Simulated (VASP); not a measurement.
Shape and ions are relaxed at each volume.

Energy against volume of WC (wc). Level of theory: optB86b-vdW, VASP's PBE PAW potentials (set 64) (plane waves; VASP).

```csv
V (Å³/atom),E (eV/atom)
9.846,-9.29157
10.160,-9.33119
10.474,-9.34372
10.788,-9.33309
11.102,-9.30270
```

Task: Fit a third-order Birch-Murnaghan equation of state.

Result: 
```json
{
 "volume_per_atom": "10.48 Å³/atom",
 "bulk_modulus": "392 GPa",
 "pressure_derivative_of_the_bulk_modulus": "4.26"
}
```

The compound is WC in the wc structure. It was relaxed first.
